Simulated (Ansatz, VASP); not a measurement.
## Ca2CuS2O2: VASP beside Ansatz

```
CELL_PARAMETERS angstrom
3.93825 0.00000 0.00000
0.00000 3.93825 0.00000
0.00000 0.00000 7.89738
ATOMIC_POSITIONS crystal
Cu 0.00000 0.00000 0.50000
Ca 0.50000 0.50000 0.29189
Ca 0.50000 0.50000 0.70811
S 0.00000 0.00000 0.13831
S 0.00000 0.00000 0.86169
O 0.50000 0.00000 0.50000
O 0.00000 0.50000 0.50000
```

Change from the starting cell: volume scaled by 1.06.

Alike in both runs: task single point; functional PBE; k mesh 7 × 7 × 4; occupations fermi-dirac, width 0.05 eV; no spin polarisation.

|  | VASP | Ansatz |
| --- | --- | --- |
| version | VASP 6.6.1 | Ansatz 0.2.0 |
| potentials or method | VASP PAW PBE potentials, release 64 (Cu, Ca_sv, S, O) | Ansatz PAW |
| plane-wave cutoff (eV) | 520 | 420 |
| valence electrons in the cell | 55 | 63 |

Ansatz gave:

| Item | Value |
| --- | --- |
| gap on the k mesh at the Fermi level (eV) | none |
| pressure (GPa) | -4.4 |
| largest component of the traceless stress (GPa) | 0.28 |
| rms of the force components (eV/Å) | 0.136 |

Question: What did VASP give for the same quantities?

Answer: gap on the k mesh at the Fermi level (eV): none; pressure (GPa): -4.2; largest component of the traceless stress (GPa): 0.05; rms of the force components (eV/Å): 0.149.

Atom by atom the forces differ by 0.029 eV/Å (rms over components). A gap of «none» marks a metal or a gap that the smearing closes. With one functional, cell and mesh, what is left measures potentials, basis and numerics. The two sets of potentials don't hold the same shells in valence.

Caveats: an odd number of electrons without spin polarisation forces a metal; a magnetic or distorted state may lie lower; the run has no spin polarisation, though such a crystal can be magnetic; semilocal functionals often make such compounds metallic where correlation or magnetic order opens a gap, which also shifts bond lengths.
